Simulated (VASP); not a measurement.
Consider the following.

```
CELL_PARAMETERS angstrom
      0.00000     2.78943     2.78943
      2.78943     0.00000     2.78943
      2.78943     2.78943     0.00000
ATOMIC_POSITIONS crystal
  Ba 0.00000 0.00000 0.00000
  O  0.50000 0.50000 0.50000
```

Computed with PBE GGA with D3 dispersion (zero damping), VASP's PBE PAW potentials (set 64) (plane waves; VASP). Settings: 520 eV cut-off, 7×7×7 Γ-centred mesh, Gaussian smearing of 0.050 eV, potentials Ba_sv O.

### Question
What does the run give for the energy per atom (σ→0)?

### Answer

The energy per atom (σ→0) is -6.042 eV/atom.

The compound is BaO in the rock salt structure. It was relaxed first. The start is the result of an earlier pass.
